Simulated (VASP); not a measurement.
NaI (rock salt), at 0.96 of the tabulated volume:

```
CELL_PARAMETERS angstrom
      0.00000     3.19128     3.19128
      3.19128     0.00000     3.19128
      3.19128     3.19128     0.00000
ATOMIC_POSITIONS crystal
  Na 0.00000 0.00000 0.00000
  I  0.50000 0.50000 0.50000
```

The lowest empty band near Γ, direction [100], from PBE with spin-orbit coupling in VASP (PAW); its two spin partners are averaged. The gap over the points computed is 3.42 eV, and the next band on that side lies 4.15 eV away at the edge.

Numerical set-up: 400 eV cut-off, 8×8×8 Γ-centred mesh, Gaussian smearing of 0.050 eV, potentials Na_pv I.

| distance from the edge in k (1/Å) | distance in energy (meV) |
|---|---|
| 0.018 | 4.8 |
| 0.025 | 9.2 |
| 0.035 | 17.9 |
| 0.050 | 36.4 |
| 0.070 | 70.8 |

Problem. Fit E(1 + αE) = ħ²k²/2m* (ħ²/2m0 = 3.810 eV Å²) and predict the row at 0.095 1/Å.

Solution. Least squares on the energies gives the electron mass m* = 0.259 m0 and α = 0.24 per eV, and so 128.7 meV. The run gave 128.4 meV, -0.3 meV from the fit.

Left out are points under 3 meV from the edge, since the levels carry 0.1 meV, and points farther than half the way to the next band.

The compound is NaI in the rock salt structure. The cell was not relaxed at this level.
